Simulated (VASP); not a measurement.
These are PBE GGA with D3 dispersion (Becke-Johnson damping), VASP's PBE PAW potentials (set 64) (plane waves; VASP) values and carry that method's errors.

A VASP calculation is set up with these files.

KPOINTS:
```
Automatic mesh
0
Gamma
7 7 4
0 0 0
```

INCAR:
```
ALGO = Normal
EDIFF = 1E-7
EDIFFG = -0.01
ENCUT = 520
GGA = PE
IBRION = 2
ISIF = 4
ISMEAR = 0
IVDW = 12
LASPH = .True.
LCHARG = .False.
LMAXMIX = 4
LREAL = .False.
LWAVE = .False.
NELM = 100
NSW = 30
PREC = Accurate
SIGMA = 0.05
SYSTEM = SnSe2
```

File POSCAR:
```
SnSe2
1
    1.9594000258    -3.3937806182     0.0000000000
    1.9594000258     3.3937806182     0.0000000000
    0.0000000000     0.0000000000     6.1192273575
Sn Se
1 2
Direct
  0.0000000000   0.0000000000   0.0000000000
  0.3333330000   0.6666670000   0.2654915408
  0.6666670000   0.3333330000   0.7345084592
```

POTCAR, in this order: Sn_d Se (PBE.64 set). Program: vasp_std.

Output

File OSZICAR:
```
       N       E                     dE             d eps       ncg     rms          rms(c)
DAV:   1     0.189829591496E+03    0.18983E+03   -0.12517E+04   952   0.171E+03
DAV:   2     0.770155716780E+01   -0.18213E+03   -0.17902E+03  1050   0.380E+02
DAV:   3    -0.114695323836E+02   -0.19171E+02   -0.18476E+02  1203   0.116E+02
DAV:   4    -0.120516850861E+02   -0.58215E+00   -0.58164E+00  1197   0.213E+01
DAV:   5    -0.120652825523E+02   -0.13597E-01   -0.13596E-01  1405   0.329E+00    0.449E+00
DAV:   6    -0.118236423024E+02    0.24164E+00   -0.68038E-01  1359   0.839E+00    0.290E+00
DAV:   7    -0.118141587973E+02    0.94835E-02   -0.13202E-01  1151   0.242E+00    0.103E+00
DAV:   8    -0.118146627307E+02   -0.50393E-03   -0.10968E-02  1213   0.971E-01    0.258E-01
DAV:   9    -0.118152164033E+02   -0.55367E-03   -0.14667E-03  1156   0.315E-01    0.761E-02
DAV:  10    -0.118152369352E+02   -0.20532E-04   -0.14044E-04  1282   0.852E-02    0.292E-02
DAV:  11    -0.118152672551E+02   -0.30320E-04   -0.51689E-05  1023   0.462E-02    0.128E-02
DAV:  12    -0.118152669323E+02    0.32284E-06   -0.23438E-06  1331   0.133E-02    0.674E-03
DAV:  13    -0.118152676539E+02   -0.72165E-06   -0.21195E-06  1018   0.842E-03    0.179E-03
DAV:  14    -0.118152677986E+02   -0.14465E-06   -0.50937E-08   949   0.179E-03    0.277E-04
DAV:  15    -0.118152677809E+02    0.17685E-07   -0.26821E-08   593   0.121E-03
   1 F= -.12842292E+02 E0= -.12842292E+02  d E =-.128423E+02
       N       E                     dE             d eps       ncg     rms          rms(c)
DAV:   1    -0.118260174915E+02   -0.10750E-01   -0.68772E-01   954   0.372E+00    0.242E-01
DAV:   2    -0.118286391261E+02   -0.26216E-02   -0.30916E-02  1186   0.875E-01    0.612E-02
DAV:   3    -0.118285911607E+02    0.47965E-04   -0.33930E-04  1093   0.130E-01    0.453E-02
DAV:   4    -0.118285838718E+02    0.72889E-05   -0.70377E-05  1220   0.471E-02    0.192E-02
DAV:   5    -0.118285877206E+02   -0.38489E-05   -0.11816E-05  1095   0.204E-02    0.606E-03
DAV:   6    -0.118285884647E+02   -0.74411E-06   -0.66723E-07  1203   0.675E-03    0.257E-03
DAV:   7    -0.118285883499E+02    0.11482E-06   -0.26894E-07   872   0.344E-03    0.674E-04
DAV:   8    -0.118285883108E+02    0.39139E-07   -0.56400E-08   533   0.193E-03
   2 F= -.12855249E+02 E0= -.12855249E+02  d E =-.129574E-01
       N       E                     dE             d eps       ncg     rms          rms(c)
DAV:   1    -0.118304125622E+02   -0.18242E-02   -0.16006E+00   952   0.569E+00    0.381E-01
DAV:   2    -0.118365074495E+02   -0.60949E-02   -0.72114E-02  1176   0.134E+00    0.940E-02
DAV:   3    -0.118363948399E+02    0.11261E-03   -0.79971E-04  1102   0.202E-01    0.703E-02
DAV:   4    -0.118363728588E+02    0.21981E-04   -0.16692E-04  1220   0.747E-02    0.292E-02
DAV:   5    -0.118363791080E+02   -0.62492E-05   -0.27814E-05  1086   0.315E-02    0.933E-03
DAV:   6    -0.118363803530E+02   -0.12450E-05   -0.14250E-06  1199   0.991E-03    0.417E-03
DAV:   7    -0.118363801960E+02    0.15705E-06   -0.68319E-07  1018   0.531E-03    0.909E-04
DAV:   8    -0.118363801512E+02    0.44742E-07   -0.12313E-07   548   0.290E-03
   3 F= -.12862435E+02 E0= -.12862435E+02  d E =-.201433E-01
       N       E                     dE             d eps       ncg     rms          rms(c)
DAV:   1    -0.118643592524E+02   -0.27979E-01   -0.14731E+00   953   0.828E+00    0.896E-01
DAV:   2    -0.118520077965E+02    0.12351E-01   -0.85523E-02  1036   0.273E+00    0.503E-01
DAV:   3    -0.118450970084E+02    0.69108E-02   -0.13032E-02  1146   0.925E-01    0.210E-01
DAV:   4    -0.118444030479E+02    0.69396E-03   -0.22018E-03  1101   0.537E-01    0.541E-02
DAV:   5    -0.118443908765E+02    0.12171E-04   -0.28491E-04  1467   0.160E-01    0.207E-02
DAV:   6    -0.118443950291E+02   -0.41526E-05   -0.38764E-05  1106   0.666E-02    0.545E-03
DAV:   7    -0.118443958827E+02   -0.85358E-06   -0.40639E-06  1030   0.217E-02    0.329E-03
DAV:   8    -0.118443960442E+02   -0.16151E-06   -0.60324E-07  1198   0.975E-03    0.119E-03
DAV:   9    -0.118443961137E+02   -0.69540E-07   -0.11631E-07   674   0.385E-03
   4 F= -.12870180E+02 E0= -.12870180E+02  d E =-.774549E-02
       N       E                     dE             d eps       ncg     rms          rms(c)
DAV:   1    -0.118962022363E+02   -0.51806E-01   -0.33988E+00   953   0.126E+01    0.137E+00
DAV:   2    -0.118670580650E+02    0.29144E-01   -0.19850E-01  1048   0.406E+00    0.762E-01
DAV:   3    -0.118511675897E+02    0.15890E-01   -0.29881E-02  1156   0.124E+00    0.326E-01
DAV:   4    -0.118494316291E+02    0.17360E-02   -0.49617E-03  1111   0.756E-01    0.809E-02
DAV:   5    -0.118493980941E+02    0.33535E-04   -0.60214E-04  1411   0.244E-01    0.306E-02
DAV:   6    -0.118494082381E+02   -0.10144E-04   -0.84416E-05  1113   0.101E-01    0.835E-03
DAV:   7    -0.118494105123E+02   -0.22742E-05   -0.91266E-06  1044   0.316E-02    0.492E-03
DAV:   8    -0.118494110476E+02   -0.53524E-06   -0.15234E-06  1196   0.153E-02    0.180E-03
DAV:   9    -0.118494111764E+02   -0.12889E-06   -0.28772E-07   811   0.588E-03    0.750E-04
DAV:  10    -0.118494112238E+02   -0.47356E-07   -0.73086E-08   614   0.249E-03
   5 F= -.12874892E+02 E0= -.12874892E+02  d E =-.124567E-01
       N       E                     dE             d eps       ncg     rms          rms(c)
DAV:   1    -0.118494944179E+02   -0.83241E-04   -0.49528E-03   954   0.480E-01    0.517E-02
DAV:   2    -0.118494513968E+02    0.43021E-04   -0.29038E-04  1047   0.202E-01    0.289E-02
DAV:   3    -0.118494285371E+02    0.22860E-04   -0.46126E-05  1207   0.805E-02    0.121E-02
DAV:   4    -0.118494263437E+02    0.21934E-05   -0.85706E-06  1225   0.314E-02    0.329E-03
DAV:   5    -0.118494263327E+02    0.10908E-07   -0.11657E-06  1416   0.945E-03    0.127E-03
DAV:   6    -0.118494263611E+02   -0.28395E-07   -0.13508E-07   625   0.371E-03
   6 F= -.12874898E+02 E0= -.12874898E+02  d E =-.124633E-01
       N       E                     dE             d eps       ncg     rms          rms(c)
DAV:   1    -0.118494648962E+02   -0.38563E-04   -0.45963E-02   957   0.115E+00    0.777E-02
DAV:   2    -0.118495990511E+02   -0.13415E-03   -0.24518E-03  1249   0.319E-01    0.334E-02
DAV:   3    -0.118495813705E+02    0.17681E-04   -0.39036E-05  1066   0.606E-02    0.208E-02
DAV:   4    -0.118495713977E+02    0.99728E-05   -0.10672E-05  1392   0.418E-02    0.473E-03
DAV:   5    -0.118495708172E+02    0.58050E-06   -0.26045E-06  1443   0.132E-02    0.213E-03
DAV:   6    -0.118495708936E+02   -0.76407E-07   -0.18827E-07   742   0.459E-03
   7 F= -.12875133E+02 E0= -.12875133E+02  d E =-.234744E-03
```

**OUTCAR**
```
------------------------ aborting loop because EDIFF is reached ----------------------------------------
 Edisp (eV)   -1.02556
  FORCE on cell =-STRESS in cart. coord.  units (eV):
  Direction    XX          YY          ZZ          XY          YZ          ZX
  --------------------------------------------------------------------------------------
  Total      -0.59833    -0.59833    -0.61670     0.00000    -0.00000     0.00000
  in kB     -11.77924   -11.77924   -12.14094     0.00000    -0.00000     0.00000
  external pressure =      -11.90 kB  Pullay stress =        0.00 kB
  volume of cell :       81.38
      direct lattice vectors                 reciprocal lattice vectors
     1.930232908 -3.343261604  0.000000000     0.259036098 -0.149554555  0.000000000
     1.930232908  3.343261604  0.000000000     0.259036098  0.149554555 -0.000000000
     0.000000000  0.000000000  6.305556014    -0.000000000 -0.000000000  0.158590297
 POSITION                                       TOTAL-FORCE (eV/Angst)
 -----------------------------------------------------------------------------------
      0.00000     -0.00000      0.00000         0.000000     -0.000000      0.000000
      1.93023      1.11442      1.59600        -0.000000     -0.000000     -0.005966
      1.93023     -1.11442      4.70955         0.000000      0.000000      0.005966
 -----------------------------------------------------------------------------------
    total drift:                                0.000000     -0.000000      0.000000
  FREE ENERGIE OF THE ION-ELECTRON SYSTEM (eV)
  ---------------------------------------------------
  free  energy   TOTEN  =       -12.8751329710 eV

  energy  without entropy=      -12.8751329710  energy(sigma->0) =      -12.87513297

 reached required accuracy - stopping structural energy minimisation
```
(Selected blocks of OUTCAR.)

### CONTCAR
```
SnSe2
   1.00000000000000
     1.9302329076374032   -3.3432616039539975    0.0000000000000000
     1.9302329076374032    3.3432616039539975    0.0000000000000000
     0.0000000000000000    0.0000000000000001    6.3055560136766751
  Sn              Se
     1     2
Direct
     0.0000000000000000    0.0000000000000000    0.0000000000000000
     0.3333330000000032    0.6666669999999968    0.2531107417989193
     0.6666669999999968    0.3333330000000032    0.7468892582010807
```

The compound is SnSe2 in the 1T layered structure. This cell is one point of a volume scan, at 1.06 of the reference volume. Symmetry was kept, so distortions that lower it aren't found.
